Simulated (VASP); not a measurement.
OSZICAR of a VASP run on LaN (relaxed from the zinc blende structure, space group F-43m):

**OSZICAR**
```
       N       E                     dE             d eps       ncg     rms          rms(c)
DAV:   1     0.128597695535E+03    0.12860E+03   -0.64511E+03   480   0.196E+03
DAV:   2    -0.271187564786E+02   -0.15572E+03   -0.15097E+03   712   0.273E+02
DAV:   3    -0.497251305202E+02   -0.22606E+02   -0.22380E+02   752   0.140E+02
DAV:   4    -0.505247866752E+02   -0.79966E+00   -0.78406E+00   776   0.252E+01
DAV:   5    -0.506078597658E+02   -0.83073E-01   -0.82961E-01   884   0.867E+00    0.102E+01
DAV:   6    -0.415372444786E+02    0.90706E+01   -0.22752E+01   848   0.356E+01    0.463E+00
DAV:   7    -0.415490709651E+02   -0.11826E-01   -0.17230E+00   772   0.136E+01    0.244E+00
DAV:   8    -0.423492340516E+02   -0.80016E+00   -0.86113E-01   796   0.125E+01    0.111E+00
DAV:   9    -0.418519916171E+02    0.49724E+00   -0.37578E-01   632   0.801E+00    0.601E-01
DAV:  10    -0.418496047647E+02    0.23869E-02   -0.67123E-02   848   0.318E+00    0.295E-01
DAV:  11    -0.418055071092E+02    0.44098E-01   -0.48595E-02   496   0.276E+00    0.124E-01
DAV:  12    -0.418373072098E+02   -0.31800E-01   -0.16071E-02   752   0.172E+00    0.687E-02
DAV:  13    -0.418526575553E+02   -0.15350E-01   -0.10957E-02   596   0.953E-01    0.580E-02
DAV:  14    -0.418560097807E+02   -0.33522E-02   -0.10724E-03   688   0.436E-01    0.294E-02
DAV:  15    -0.418557490637E+02    0.26072E-03   -0.43305E-04   648   0.239E-01    0.250E-02
DAV:  16    -0.418563441344E+02   -0.59507E-03   -0.26672E-04   664   0.181E-01    0.609E-03
DAV:  17    -0.418563862574E+02   -0.42123E-04   -0.62411E-05   588   0.975E-02    0.601E-03
DAV:  18    -0.418563900452E+02   -0.37878E-05   -0.12615E-05   896   0.420E-02    0.391E-03
DAV:  19    -0.418563901163E+02   -0.71123E-07   -0.37195E-07   404   0.720E-03
   1 F= -.41856390E+02 E0= -.41856390E+02  d E =-.418564E+02
       N       E                     dE             d eps       ncg     rms          rms(c)
DAV:   1    -0.418565186410E+02   -0.12860E-03   -0.60956E-03   588   0.905E-01    0.791E-02
DAV:   2    -0.418563897055E+02    0.12894E-03   -0.52766E-04   868   0.304E-01    0.328E-02
DAV:   3    -0.418563655525E+02    0.24153E-04   -0.10764E-04   796   0.149E-01    0.739E-03
DAV:   4    -0.418563650813E+02    0.47123E-06   -0.18583E-05   960   0.422E-02    0.432E-03
DAV:   5    -0.418563656012E+02   -0.51985E-06   -0.90179E-07   420   0.950E-03
   2 F= -.41856366E+02 E0= -.41856366E+02  d E =0.245151E-04
       N       E                     dE             d eps       ncg     rms          rms(c)
DAV:   1    -0.418564773199E+02   -0.11224E-03   -0.35639E-03   588   0.695E-01    0.593E-02
DAV:   2    -0.418564076753E+02    0.69645E-04   -0.30755E-04   884   0.232E-01    0.254E-02
DAV:   3    -0.418563866254E+02    0.21050E-04   -0.67313E-05   796   0.118E-01    0.496E-03
DAV:   4    -0.418563895674E+02   -0.29420E-05   -0.93705E-06   960   0.295E-02    0.265E-03
DAV:   5    -0.418563903686E+02   -0.80125E-06   -0.52013E-07   328   0.107E-02
   3 F= -.41856390E+02 E0= -.41856390E+02  d E =-.252342E-06
```

Which electronic solver shows in the log?

It is blocked Davidson (ALGO = Normal, or the opening steps of other solvers). The INCAR had ALGO = Normal.

Can the final energy be trusted as converged?

The calculation finished and met its thresholds. It stopped with EDIFF = 1E-6, NELM = 100, NSW = 60 and EDIFFG = -0.01 after 3 ionic steps (r2SCAN meta-GGA, plane waves, VASP's PBE PAW potentials (set 64)).

The structure was generated: LaN was put into the zinc blende type (F-43m), which need not be its known phase. This run relaxes it. Symmetry was kept, so distortions that lower it aren't found. The start is the result of an earlier pass.
